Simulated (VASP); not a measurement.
This VASP 6.6.1 run on NaMg6Ti needs a look.

Contents of run.py:

```python
from ase.calculators.vasp import Vasp
from ase.spacegroup import crystal

atoms = crystal(
    ['Ti', 'Mg', 'Mg', 'Mg', 'Mg', 'Na'],
    basis=[[0.0, 0.5, 0.340933], [0.5, 0.0, 0.167112], [0.5, 0.739637, 0.412959], [0.0, 0.0, 0.335172], [0.0, 0.24983, 0.082306], [0.5, 0.5, 0.166252]],
    spacegroup=38,
    setting=1,
    cellpar=[5.156804, 6.398559, 11.107815, 90.0, 90.0, 90.0],
    primitive_cell=True,
)
calc = Vasp(
    directory='calc',
    xc='pbe',
    pp='PBE',
    setups='materialsproject',
    prec='Accurate',
    encut=600,
    ediff=1e-06,
    ismear=1,
    sigma=0.1,
    lreal=False,
    lasph=True,
    nelm=61,
    algo='Fast',
    isif=3,
    lwave=False,
    lcharg=False,
    ivdw=263,
    ibrion=1,
    nsw=30,
    ediffg=-0.01,
    potim=3.0,
    kpts=[5, 5, 5],
    gamma=True,
)
atoms.calc = calc

print('energy (eV):', atoms.get_potential_energy())
print('free energy (eV):', atoms.get_potential_energy(force_consistent=True))
print('forces (eV/A):')
print(atoms.get_forces())
print('stress (eV/A^3, Voigt):', atoms.get_stress())
print('Fermi level (eV):', calc.get_fermi_level())
print('cell (A, degrees):', atoms.cell.cellpar())
print('volume (A^3):', atoms.get_volume())
print('scaled positions:')
print(atoms.get_scaled_positions())
```

Potentials or basis: VASP PAW PBE potentials, release 64 (Mg_pv, Ti_pv, Na_pv).

The run is started by

```sh
$ python run.py
```

Output:

```text

```

OUTCAR:

```text
ENCUT = 600.000000
   POTIM = 3.000000
   EDIFF = 1.00e-06
[... 1250 lines left out ...]
      5     Mg         -0.026
      6     Mg         -0.026
      7     Ti          0.067
      8     Na         -0.015
```

Diagnose the run.

The run was cut off at its time limit. The input holds a flaw that was put in on purpose: ionic step far too long (POTIM = 3; IBRION = 1).
